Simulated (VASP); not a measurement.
Output of a VASP run:

**OSZICAR**
```
       N       E                     dE             d eps       ncg     rms          rms(c)
DAV:   1     0.104783687903E+03    0.10478E+03   -0.86016E+03   520   0.122E+03
DAV:   2    -0.729720245029E+00   -0.10551E+03   -0.10106E+03   560   0.280E+02
DAV:   3    -0.489548516893E+01   -0.41658E+01   -0.41553E+01   640   0.588E+01
DAV:   4    -0.493473732728E+01   -0.39252E-01   -0.39249E-01   707   0.499E+00
DAV:   5    -0.493483639535E+01   -0.99068E-04   -0.99068E-04   635   0.247E-01    0.639E+00
DAV:   6    -0.472157535477E+01    0.21326E+00   -0.45801E-01   570   0.936E+00    0.506E+00
DAV:   7    -0.470581628408E+01    0.15759E-01   -0.12927E-01   595   0.272E+00    0.185E+00
DAV:   8    -0.470644489358E+01   -0.62861E-03   -0.11985E-02   525   0.155E+00    0.545E-01
DAV:   9    -0.470674582671E+01   -0.30093E-03   -0.97370E-04   603   0.380E-01    0.138E-01
DAV:  10    -0.470681255954E+01   -0.66733E-04   -0.13188E-04   550   0.115E-01    0.553E-02
DAV:  11    -0.470685158267E+01   -0.39023E-04   -0.74626E-05   533   0.707E-02    0.310E-02
DAV:  12    -0.470685044205E+01    0.11406E-05   -0.32716E-06   646   0.206E-02    0.176E-02
DAV:  13    -0.470685028882E+01    0.15323E-06   -0.27678E-06   545   0.103E-02    0.746E-03
DAV:  14    -0.470685045768E+01   -0.16886E-06   -0.47569E-07   552   0.493E-03    0.545E-03
DAV:  15    -0.470685060629E+01   -0.14861E-06   -0.27587E-08   395   0.994E-04    0.180E-03
DAV:  16    -0.470685064541E+01   -0.39122E-07   -0.28024E-08   360   0.106E-03
   1 F= -.54537351E+01 E0= -.54537351E+01  d E =-.898840E-11
```

**OUTCAR**
```
------------------------ aborting loop because EDIFF is reached ----------------------------------------
  Edisp (eV):   -0.74688
  FORCE on cell =-STRESS in cart. coord.  units (eV):
  Direction    XX          YY          ZZ          XY          YZ          ZX
  --------------------------------------------------------------------------------------
  Total       1.16756     1.16756     1.16756    -0.00000    -0.00000     0.00000
  in kB      28.68565    28.68565    28.68565    -0.00000    -0.00000     0.00000
  external pressure =       28.69 kB  Pullay stress =        0.00 kB
  volume of cell :       65.21
      direct lattice vectors                 reciprocal lattice vectors
     0.000000000  3.194715108  3.194715108    -0.156508478  0.156508478  0.156508478
     3.194715108  0.000000000  3.194715108     0.156508478 -0.156508478  0.156508478
     3.194715108  3.194715108  0.000000000     0.156508478  0.156508478 -0.156508478
  FREE ENERGIE OF THE ION-ELECTRON SYSTEM (eV)
  ---------------------------------------------------
  free  energy   TOTEN  =        -5.4537350527 eV

  energy  without entropy=       -5.4537350527  energy(sigma->0) =       -5.45373505
```
(Selected blocks of OUTCAR.)

**POSCAR**
```
CdTe
1
    0.0000000000     3.1947151080     3.1947151080
    3.1947151080     0.0000000000     3.1947151080
    3.1947151080     3.1947151080     0.0000000000
Cd Te
1 1
Direct
  0.0000000000   0.0000000000   0.0000000000
  0.2500000000   0.2500000000   0.2500000000
```

Problem. Reconstruct the remaining input files.

Solution. This is not unique; one that fits is the input of the run itself, PBE GGA with D4 dispersion, plane waves, VASP's PBE PAW potentials (set 64).

KPOINTS:
```
Regular mesh
0
Gamma
7 7 7
0 0 0
```

**INCAR**
```
ALGO  =  Normal   ! blocked Davidson
LCHARG  =  .FALSE.
NELM  =  100
ISIF  =  2   ! forces and stress, cell fixed
EDIFF  =  1E-7
ENCUT  =  520   ! plane-wave cut-off (eV)
ISMEAR  =  0   ! Gaussian
IVDW  =  13   ! D4
SIGMA  =  0.05   ! width (eV)
PREC  =  Accurate
LREAL  =  .FALSE.   ! projection in real space or not
LWAVE  =  .FALSE.
GGA  =  PE   ! PBE
LMAXMIX  =  4
LASPH  =  .TRUE.   ! aspherical one-centre terms
SYSTEM  =  CdTe
```

POTCAR, in this order: Cd Te (PBE.64 set). Program: vasp_std.

The compound is CdTe in the zinc blende structure. This cell is one point of a volume scan, at 0.94 of the reference volume.
